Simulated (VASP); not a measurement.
Computed with PW91 GGA, VASP's PBE PAW potentials (set 64) (plane waves; VASP).

VASP input:

### INCAR
```
SYSTEM = ZnS
PREC = Accurate; ENCUT = 520; LREAL = .False.
LASPH = .True.
EDIFF = 1E-6; NELM = 100; ALGO = Normal
LMAXMIX = 4
ISMEAR = 0; SIGMA = 0.05
GGA = 91
IBRION = 2; NSW = 60; ISIF = 3
EDIFFG = -0.02
LWAVE = .False.; LCHARG = .False.
```

File POSCAR:
```
ZnS
1
    1.9237146605    -3.3319714879     0.0000000000
    1.9237146605     3.3319714879    -0.0000000000
   -0.0000000000    -0.0000000000     6.3022244914
Zn S
2 2
Direct
  0.6666670000   0.3333330000   0.5001246574
  0.3333330000   0.6666670000   0.0001246574
  0.6666670000   0.3333330000   0.8748753426
  0.3333330000   0.6666670000   0.3748753426
```

KPOINTS:
```
Automatic mesh
0
Gamma
6 6 3
0 0 0
```

POTCAR, in this order: Zn S (PBE.64 set). Program: vasp_std.

The run wrote:

### OSZICAR
```
       N       E                     dE             d eps       ncg     rms          rms(c)
DAV:   1     0.234389471982E+03    0.23439E+03   -0.17291E+04   616   0.193E+03
DAV:   2     0.781857953596E+01   -0.22657E+03   -0.22162E+03   634   0.375E+02
DAV:   3    -0.141377136046E+02   -0.21956E+02   -0.21819E+02   760   0.118E+02
DAV:   4    -0.146382092080E+02   -0.50050E+00   -0.50002E+00   700   0.185E+01
DAV:   5    -0.146472325846E+02   -0.90234E-02   -0.90224E-02   760   0.244E+00    0.944E+00
DAV:   6    -0.137544158267E+02    0.89282E+00   -0.20976E+00   964   0.436E+01    0.742E+00
DAV:   7    -0.137895680035E+02   -0.35152E-01   -0.19285E+00   652   0.797E+00    0.337E+00
DAV:   8    -0.137727403546E+02    0.16828E-01   -0.12694E-01   838   0.480E+00    0.112E+00
DAV:   9    -0.137732094670E+02   -0.46911E-03   -0.18402E-02   844   0.268E+00    0.256E-01
DAV:  10    -0.137733878159E+02   -0.17835E-03   -0.15961E-03   700   0.398E-01    0.153E-01
DAV:  11    -0.137735749259E+02   -0.18711E-03   -0.18186E-04   742   0.930E-02    0.440E-02
DAV:  12    -0.137736029378E+02   -0.28012E-04   -0.36232E-05   706   0.536E-02    0.128E-02
DAV:  13    -0.137736042137E+02   -0.12759E-05   -0.31043E-06   630   0.221E-02    0.500E-03
DAV:  14    -0.137736045991E+02   -0.38546E-06   -0.12425E-06   578   0.135E-02
   1 F= -.13773605E+02 E0= -.13773605E+02  d E =-.137736E+02
```

### OUTCAR
```
------------------------ aborting loop because EDIFF is reached ----------------------------------------
  FORCE on cell =-STRESS in cart. coord.  units (eV):
  Direction    XX          YY          ZZ          XY          YZ          ZX
  --------------------------------------------------------------------------------------
  Total       -0.0206666     -0.0206666      0.0285818      0.0000000      0.0000000     -0.0000000
  in kB       -0.4098386     -0.4098386      0.5668053      0.0000000      0.0000000     -0.0000000
  external PRESSURE =      -0.0842906 kB  Pullay stress =       0.0000000 kB
  volume of cell :       80.79
      direct lattice vectors                 reciprocal lattice vectors
     1.923714660 -3.331971488  0.000000000     0.259913806 -0.150061308  0.000000000
     1.923714660  3.331971488  0.000000000     0.259913806  0.150061308  0.000000000
     0.000000000  0.000000000  6.302224491     0.000000000  0.000000000  0.158674132
  FREE ENERGIE OF THE ION-ELECTRON SYSTEM (eV)
  ---------------------------------------------------
  free  energy   TOTEN  =       -13.7736045991 eV

  energy  without entropy=      -13.7736045991  energy(sigma->0) =      -13.77360460

 reached required accuracy - stopping structural energy minimisation
```
(Selected blocks of OUTCAR.)

OUTCAR:
```
 val. band max:        1.8468849780   @ k =   0.0000   0.0000   0.0000

 cond. band min:       3.9158041719   @ k =   0.0000   0.0000   0.0000


 Fermi energy:         2.0836370646

 k-point     1 :       0.0000    0.0000    0.0000
  band No.  band energies     occupation
      1     -11.1349      2.00000
      2     -10.2443      2.00000
      3      -4.4439      2.00000
      4      -4.4329      2.00000
      5      -4.4329      2.00000
      6      -4.3556      2.00000
      7      -4.3556      2.00000
      8      -4.0205      2.00000
      9      -4.0205      2.00000
     10      -3.9485      2.00000
     11      -3.9485      2.00000
     12      -3.7939      2.00000
     13      -3.3073      2.00000
     14       0.9918      2.00000
     15       0.9918      2.00000
     16       1.7781      2.00000
     17       1.8469      2.00000
     18       1.8469      2.00000
     19       3.9158      0.00000
     20       4.8829      0.00000
     21       8.1692      0.00000
     22       8.1692      0.00000

 k-point     2 :       0.1667   -0.0000    0.0000
  band No.  band energies     occupation
      1     -10.9606      2.00000
      2     -10.1508      2.00000
      3      -4.4413      2.00000
      4      -4.4086      2.00000
      5      -4.4006      2.00000
      6      -4.3309      2.00000
      7      -4.3071      2.00000
      8      -4.0420      2.00000
      9      -4.0197      2.00000
     10      -4.0078      2.00000
     11      -3.9412      2.00000
     12      -3.7474      2.00000
     13      -3.0622      2.00000
     14      -0.1882      2.00000
     15       0.5449      2.00000
     16       0.6150      2.00000
     17       1.5433      2.00000
     18       1.6320      2.00000
     19       5.0562      0.00000
     20       5.8275      0.00000
     21       7.6409      0.00000
     22       8.6582      0.00000

 k-point     3 :       0.3333   -0.0000    0.0000
  band No.  band energies     occupation
      1     -10.5439      2.00000
...
```

The compound is ZnS in the wurtzite structure, the high-temperature form. It was relaxed first. The start is the result of an earlier pass.
